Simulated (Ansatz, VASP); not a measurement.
MgPb2N2: VASP beside Ansatz

```xyz
5
Lattice="3.4382 0.0000 0.0000 -1.7191 2.9776 0.0000 0.0000 0.0000 8.9870" Properties=species:S:1:pos:R:3 pbc="T T T"
Mg    0.0000    0.0000    0.0000
Pb    1.7191    0.9925    2.5752
Pb    0.0000    1.9851    6.4118
N     1.7191    0.9925    7.7452
N     0.0000    1.9851    1.2418
```

Alike in both runs: task single point; functional LDA; k mesh 12 × 12 × 4; occupations gaussian, width 0.05 eV; no spin polarisation.

|  | VASP | Ansatz |
| --- | --- | --- |
| version | VASP 6.6.1 | Ansatz 0.2.0 |
| potentials or method | VASP PAW LDA potentials, release 64 (Mg, Pb_d, N) | scalar-relativistic, plane waves, PAW |
| plane-wave cutoff (eV) | 520 | 420 |
| valence electrons in the cell | 40 | 48 |

```tsv
	VASP	Ansatz	Ansatz less VASP
gap on the k mesh at the Fermi level (eV)	0.27	0.26	-0.001
least direct gap on the mesh (eV)	0.27	0.26	-0.001
pressure (GPa)	-6.4	-6.2	+0.23
largest component of the traceless stress (GPa)	3.81	3.75	-0.060
rms of the force components (eV/Å)	0.086	0.104	+0.0181
```

Atom by atom the forces differ by 0.021 eV/Å (rms over components). The two sets of potentials don't hold the same shells in valence.

Caveats: spin-orbit coupling is left out, which as a rule narrows the gap of such compounds by several tenths of an eV.
